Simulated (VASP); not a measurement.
The system is Li.

```
CELL_PARAMETERS angstrom
-1.75465 1.75465 1.75465
1.75465 -1.75465 1.75465
1.75465 1.75465 -1.75465
ATOMIC_POSITIONS crystal
Li 0.00000 0.00000 0.00000
```

* Program: VASP 6.6.1
* Task: relaxation of cell and atoms
* Functional: PBE
* Potentials or basis: VASP PAW PBE potentials, release 64 (Li_sv)
* Cutoff: 600 eV
* k mesh: 20 × 20 × 20
* Occupations: fermi-dirac, width 0.05 eV
* Spin: no spin polarisation

At the start: pressure -0.9 GPa; volume 21.61 Å³/atom.

**Question.** Where does the relaxation end?

**Answer.** Over 4 steps the energy falls by 4.7 meV/atom and the volume is 20.01 Å³/atom (-7.4 %); space group Im-3m (No. 229, to 0.05 Å).

The path:
| step | energy change (eV) | largest force (eV/Å) | pressure (GPa) | volume (Å³) |
| --- | --- | --- | --- | --- |
| 1 | 0.0000 | 0.0000 | -0.90 | 21.61 |
| 2 | -0.0019 | 0.0000 | -0.71 | 21.23 |
| 3 | -0.0044 | 0.0000 | -0.25 | 20.41 |
| 4 | -0.0047 | 0.0000 | 0.01 | 20.01 |

Final structure:
```
Li
1.0
    -1.71040    1.71040    1.71040
     1.71040   -1.71040    1.71040
     1.71040    1.71040   -1.71040
Li
1
Direct
  0.00000 0.00000 0.00000
```

Caveat: the cutoff is under 1.25 times the usual one of these potentials, so pressure, stress and relaxed cells hold a basis-set (Pulay) error.
